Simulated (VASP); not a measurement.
These are PBE GGA, VASP's PBE PAW potentials (set 64) (plane waves; VASP 6.6.1) values and carry that method's errors.

Input for VASP

File KPOINTS:
```
Automatic mesh
0
G
 15 15 5
0 0 0
```

File POSCAR:
```
C
1.0
  2.4600000000   0.0000000000   0.0000000000
 -1.2300000000   2.1304220000   0.0000000000
  0.0000000000   0.0000000000   6.7100000000
C
4
Direct
  0.0000000000   0.0000000000   0.7500000000
  0.0000000000   0.0000000000   0.2500000000
  0.6666670000   0.3333330000   0.7500000000
  0.3333330000   0.6666670000   0.2500000000
```

**INCAR**
```
! general
SYSTEM  =  C
PREC    =  Accurate
ENCUT   =  580
LREAL   =  .False.
LASPH   =  .True.

! electronic loop
EDIFF   =  1E-6
NELM    =  100
ALGO    =  Normal

! smearing
ISMEAR  =  1
SIGMA   =  0.1

! functional
GGA     =  PE

! ions
IBRION  =  2
NSW     =  60
ISIF    =  3
EDIFFG  =  -0.01

! output
LWAVE   =  .False.
LCHARG  =  .False.
```

POTCAR, in this order: C (PBE.64 set). Program: vasp_std.

What VASP printed:

File OSZICAR:
```
...
DAV:   2    -0.368622297124E+02    0.12244E-01   -0.15763E-02  2060   0.973E-01    0.283E-01
DAV:   3    -0.368571107850E+02    0.51189E-02   -0.16621E-02  2252   0.880E-01    0.753E-02
DAV:   4    -0.368571275045E+02   -0.16720E-04   -0.30475E-04  2304   0.141E-01    0.712E-02
DAV:   5    -0.368571094467E+02    0.18058E-04   -0.30439E-05  2292   0.533E-02    0.256E-02
DAV:   6    -0.368571088019E+02    0.64478E-06   -0.88160E-05  2200   0.729E-02    0.288E-02
DAV:   7    -0.368571047187E+02    0.40832E-05   -0.33544E-06  2396   0.162E-02    0.112E-02
DAV:   8    -0.368571014238E+02    0.32949E-05   -0.55896E-06  2192   0.181E-02    0.957E-03
DAV:   9    -0.368571023802E+02   -0.95646E-06   -0.14663E-07  1200   0.378E-03
   4 F= -.36857102E+02 E0= -.36856951E+02  d E =-.714736E-02
       N       E                     dE             d eps       ncg     rms          rms(c)
DAV:   1    -0.370272104726E+02   -0.17011E+00   -0.54669E+00  1984   0.189E+01    0.152E+00
DAV:   2    -0.369197763833E+02    0.10743E+00   -0.13760E-01  2020   0.289E+00    0.834E-01
DAV:   3    -0.368735849816E+02    0.46191E-01   -0.15419E-01  2236   0.266E+00    0.235E-01
DAV:   4    -0.368737770736E+02   -0.19209E-03   -0.30665E-03  2236   0.430E-01    0.228E-01
DAV:   5    -0.368736855265E+02    0.91547E-04   -0.11255E-04  2332   0.102E-01    0.143E-01
DAV:   6    -0.368735861714E+02    0.99355E-04   -0.18230E-03  2140   0.338E-01    0.132E-01
DAV:   7    -0.368735828272E+02    0.33442E-05   -0.42859E-05  2396   0.617E-02    0.828E-02
DAV:   8    -0.368735348053E+02    0.48022E-04   -0.14104E-04  2200   0.951E-02    0.490E-02
DAV:   9    -0.368735400413E+02   -0.52360E-05   -0.28297E-06  2208   0.176E-02    0.291E-02
DAV:  10    -0.368735430376E+02   -0.29963E-05   -0.28727E-06  2140   0.144E-02    0.811E-03
DAV:  11    -0.368735440935E+02   -0.10559E-05   -0.15003E-07  1308   0.387E-03    0.307E-03
DAV:  12    -0.368735444844E+02   -0.39092E-06   -0.70272E-08  1244   0.229E-03
   5 F= -.36873544E+02 E0= -.36873402E+02  d E =-.235895E-01
       N       E                     dE             d eps       ncg     rms          rms(c)
DAV:   1    -0.374686754142E+02   -0.59513E+00   -0.19962E+01  2000   0.357E+01    0.286E+00
DAV:   2    -0.370726013504E+02    0.39607E+00   -0.52313E-01  2004   0.564E+00    0.161E+00
DAV:   3    -0.368909616626E+02    0.18164E+00   -0.63556E-01  2224   0.533E+00    0.505E-01
DAV:   4    -0.368915210666E+02   -0.55940E-03   -0.13994E-02  2160   0.871E-01    0.468E-01
DAV:   5    -0.368908424259E+02    0.67864E-03   -0.11044E-03  2248   0.296E-01    0.241E-01
DAV:   6    -0.368909269523E+02   -0.84526E-04   -0.52335E-03  2124   0.594E-01    0.181E-01
DAV:   7    -0.368908762966E+02    0.50656E-04   -0.12930E-04  2404   0.978E-02    0.125E-01
DAV:   8    -0.368907572112E+02    0.11909E-03   -0.31734E-04  2140   0.136E-01    0.257E-02
DAV:   9    -0.368907611962E+02   -0.39851E-05   -0.70516E-06  2400   0.237E-02    0.240E-02
DAV:  10    -0.368907629507E+02   -0.17545E-05   -0.11346E-06  1572   0.929E-03    0.121E-02
DAV:  11    -0.368907652344E+02   -0.22837E-05   -0.76880E-07  1476   0.855E-03    0.247E-03
DAV:  12    -0.368907656543E+02   -0.41990E-06   -0.10861E-07  1264   0.292E-03
   6 F= -.36890766E+02 E0= -.36890626E+02  d E =-.408106E-01
       N       E                     dE             d eps       ncg     rms          rms(c)
DAV:   1    -0.388762137316E+02   -0.19854E+01   -0.66986E+01  2016   0.643E+01    0.508E+00
DAV:   2    -0.375831900054E+02    0.12930E+01   -0.20119E+00  1980   0.109E+01    0.300E+00
DAV:   3    -0.368849733612E+02    0.69822E+00   -0.25991E+00  2216   0.106E+01    0.116E+00
DAV:   4    -0.368810885323E+02    0.38848E-02   -0.69585E-02  2132   0.181E+00    0.877E-01
DAV:   5    -0.368817205242E+02   -0.63199E-03   -0.31648E-02  2120   0.151E+00    0.184E-01
DAV:   6    -0.368824035693E+02   -0.68305E-03   -0.81571E-04  2404   0.272E-01    0.261E-01
DAV:   7    -0.368819657238E+02    0.43785E-03   -0.27962E-04  2208   0.126E-01    0.161E-01
DAV:   8    -0.368816541014E+02    0.31162E-03   -0.89669E-04  2188   0.217E-01    0.559E-03
DAV:   9    -0.368816581560E+02   -0.40545E-05   -0.18957E-05  2336   0.397E-02    0.104E-02
DAV:  10    -0.368816621533E+02   -0.39973E-05   -0.42705E-06  2204   0.175E-02    0.856E-03
DAV:  11    -0.368816610626E+02    0.10907E-05   -0.11845E-06  1492   0.814E-03    0.143E-03
DAV:  12    -0.368816609685E+02    0.94140E-07   -0.10200E-07  1236   0.321E-03
   7 F= -.36881661E+02 E0= -.36881507E+02  d E =-.317059E-01
       N       E                     dE             d eps       ncg     rms          rms(c)
DAV:   1    -0.377898215163E+02   -0.90816E+00   -0.32574E+01  1968   0.482E+01    0.388E+00
DAV:   2    -0.371534087956E+02    0.63641E+00   -0.79451E-01  1960   0.689E+00    0.203E+00
DAV:   3    -0.368929640686E+02    0.26044E+00   -0.75413E-01  2136   0.606E+00    0.565E-01
DAV:   4    -0.368946340035E+02   -0.16699E-02   -0.27364E-02  2172   0.116E+00    0.149E-01
DAV:   5    -0.368939371039E+02    0.69690E-03   -0.20595E-03  2336   0.352E-01    0.285E-02
DAV:   6    -0.368939669318E+02   -0.29828E-04   -0.14006E-04  2384   0.880E-02    0.166E-02
DAV:   7    -0.368939979897E+02   -0.31058E-04   -0.39707E-05  2124   0.594E-02    0.763E-03
DAV:   8    -0.368939963753E+02    0.16144E-05   -0.42910E-06  2344   0.150E-02    0.934E-04
DAV:   9    -0.368939966029E+02   -0.22755E-06   -0.10670E-07  1376   0.307E-03
   8 F= -.36893997E+02 E0= -.36893848E+02  d E =-.440416E-01
       N       E                     dE             d eps       ncg     rms          rms(c)
DAV:   1    -0.369028833929E+02   -0.88870E-02   -0.30272E-01  1984   0.451E+00    0.362E-01
DAV:   2    -0.368967904259E+02    0.60930E-02   -0.76706E-03  1980   0.682E-01    0.198E-01
DAV:   3    -0.368941174325E+02    0.26730E-02   -0.84976E-03  2204   0.631E-01    0.588E-02
DAV:   4    -0.368941370331E+02   -0.19601E-04   -0.18200E-04  2232   0.110E-01    0.651E-02
DAV:   5    -0.368941173652E+02    0.19668E-04   -0.14649E-04  2068   0.104E-01    0.189E-02
DAV:   6    -0.368941147808E+02    0.25844E-05   -0.17959E-05  2200   0.298E-02    0.200E-02
DAV:   7    -0.368941187141E+02   -0.39333E-05   -0.12237E-06  2020   0.972E-03    0.137E-02
DAV:   8    -0.368941192137E+02   -0.49965E-06   -0.32948E-08  1268   0.186E-03
   9 F= -.36894119E+02 E0= -.36893969E+02  d E =-.441642E-01
       N       E                     dE             d eps       ncg     rms          rms(c)
DAV:   1    -0.369118272639E+02   -0.17709E-01   -0.14481E+00  2100   0.106E+01    0.960E-01
DAV:   2    -0.368825847647E+02    0.29242E-01   -0.40864E-02  2100   0.156E+00    0.521E-01
DAV:   3    -0.368709903634E+02    0.11594E-01   -0.36794E-02  2136   0.130E+00    0.104E-01
DAV:   4    -0.368710345310E+02   -0.44168E-04   -0.71493E-04  2300   0.206E-01    0.701E-02
DAV:   5    -0.368710351930E+02   -0.66206E-06   -0.83668E-05  2148   0.967E-02    0.107E-02
DAV:   6    -0.368710365724E+02   -0.13794E-05   -0.11278E-06  1960   0.991E-03    0.912E-03
DAV:   7    -0.368710363968E+02    0.17561E-06   -0.96707E-07  1492   0.903E-03
  10 F= -.36871036E+02 E0= -.36870884E+02  d E =0.230828E-01
       N       E                     dE             d eps       ncg     rms          rms(c)
DAV:   1    -0.369282035841E+02   -0.57167E-01   -0.12120E+00  2112   0.985E+00    0.900E-01
DAV:   2    -0.369034785674E+02    0.24725E-01   -0.36449E-02  2092   0.144E+00    0.476E-01
DAV:   3    -0.368943496310E+02    0.91289E-02   -0.28051E-02  2156   0.116E+00    0.858E-02
DAV:   4    -0.368943900807E+02   -0.40450E-04   -0.49738E-04  2292   0.181E-01    0.645E-02
DAV:   5    -0.368943904869E+02   -0.40618E-06   -0.54864E-05  2132   0.808E-02    0.102E-02
DAV:   6    -0.368943922198E+02   -0.17329E-05   -0.23412E-06  2132   0.120E-02    0.778E-03
DAV:   7    -0.368943930657E+02   -0.84591E-06   -0.13300E-06  1636   0.993E-03
  11 F= -.36894393E+02 E0= -.36894243E+02  d E =-.273852E-03
```

**OUTCAR**
```
------------------------ aborting loop because EDIFF is reached ----------------------------------------
  FORCE on cell =-STRESS in cart. coord.  units (eV):
  Direction    XX          YY          ZZ          XY          YZ          ZX
  --------------------------------------------------------------------------------------
  Total        0.0046551      0.0046551      0.0048333     -0.0000000      0.0000000      0.0000000
  in kB        0.1813576      0.1813575      0.1883005     -0.0000000      0.0000000      0.0000000
  external PRESSURE =       0.1836718 kB  Pullay stress =       0.0000000 kB
  volume of cell :       41.12
      direct lattice vectors                 reciprocal lattice vectors
     2.467325407 -0.000000000  0.000000000     0.405297168  0.233998484  0.000000000
    -1.233662703  2.136765984 -0.000000000     0.000000000  0.467996967  0.000000000
     0.000000000 -0.000000000  7.800467396     0.000000000  0.000000000  0.128197446
 POSITION                                       TOTAL-FORCE (eV/Angst)
 -----------------------------------------------------------------------------------
      0.00000     -0.00000      5.85035        -0.000000      0.000000     -0.000000
      0.00000     -0.00000      1.95012         0.000000     -0.000000      0.000000
      1.23366      0.71225      5.85035         0.000000     -0.000000      0.000000
     -0.00000      1.42451      1.95012         0.000000      0.000000     -0.000000
 -----------------------------------------------------------------------------------
    total drift:                                0.000000      0.000000      0.000000
  FREE ENERGIE OF THE ION-ELECTRON SYSTEM (eV)
  ---------------------------------------------------
  free  energy   TOTEN  =       -36.8943930657 eV

  energy  without entropy=      -36.8939419174  energy(sigma->0) =      -36.89424268

 reached required accuracy - stopping structural energy minimisation
```
(Selected blocks of OUTCAR.)

**CONTCAR**
```
C
   1.00000000000000
     2.4673254069126780   -0.0000000000000000    0.0000000000000000
    -1.2336627034563390    2.1367659844866234   -0.0000000000000000
     0.0000000000000000   -0.0000000000000000    7.8004673962383757
  C
     4
Direct
     0.0000000000000000    0.0000000000000000    0.7500000000000000
     0.0000000000000000    0.0000000000000000    0.2500000000000000
     0.6666669999999968    0.3333330000000032    0.7500000000000000
     0.3333330000000032    0.6666669999999968    0.2500000000000000
```

Energy and stress use the plane-wave basis of the starting cell. Without a dispersion term in the relaxation, distances and binding between the weakly bound layers, chains or molecules are unreliable, and so is what depends on them.

The compound is C in the graphite structure. This run relaxes it. Symmetry was kept, so distortions that lower it aren't found.
